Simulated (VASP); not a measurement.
NaLa in VASP: convergence with ENCUT

Crystal: NaLa.

```
La Na
1.0
     3.60625    0.00000    0.00000
    -1.80313    3.12310    0.00000
     0.00000    0.00000    6.48378
La Na
1 1
Cartesian
  -0.0052 2.0817 3.2365
  0.0018 0.0009 -0.0091
```

The cell comes from a database or a generator and needn't be the stable form of this composition.

The cell isn't the ideal one: atoms moved at random, drawn with an rms of 0.02 Å.

```yaml
Program: VASP 6.6.1
Task: single point
Functional: PBE
Potentials_or_basis: VASP PAW PBE potentials, release 64 (La, Na_pv)
Cutoff: 200 eV
k_mesh: 7 × 7 × 3
Occupations: methfessel-paxton, width 0.1 eV
Spin: no spin polarisation
```

These are the settings of the first run; the series varies ENCUT, with any setting tied to it.

Hardware: 1 thread of AMD EPYC 7R13 Processor (Zen 3), with other jobs on the host.

Problem. The values tried are 200 eV, 250 eV, 300 eV, 350 eV, 400 eV, 450 eV, 500 eV, 600 eV, 800 eV, loosest first. From which on does the energy stay within 1 meV/atom of the tightest run that finished?

Solution. From 400 eV on.

| ENCUT | energy less the tightest run, at zero smearing (meV/atom) | largest force (eV/Å) | SCF cycles | CPU time (s) | peak memory (GiB) |
| --- | --- | --- | --- | --- | --- |
| 200 eV | 148.69 | 0.003 | 35 | 44 | 0.11 |
| 250 eV | 7.49 | 0.006 | 50 | 87 | 0.13 |
| 300 eV | 2.94 | 0.006 | 50 | 97 | 0.14 |
| 350 eV | 1.56 | 0.006 | 46 | 140 | 0.16 |
| 400 eV | 0.99 | 0.005 | 48 | 150 | 0.18 |
| 450 eV | 0.82 | 0.005 | 59 | 270 | 0.22 |
| 500 eV | 0.68 | 0.005 | 49 | 260 | 0.23 |
| 600 eV | 0.24 | 0.006 | 52 | 330 | 0.27 |
| 800 eV | 0.00 | 0.005 | 58 | 530 | 0.37 |

Against the tightest run, the largest force stays within 0.005 eV/Å from 200 eV on. The tightest run that finished is the yardstick and may itself not be fully converged.

Spin-orbit coupling is left out, which matters for the levels of La.
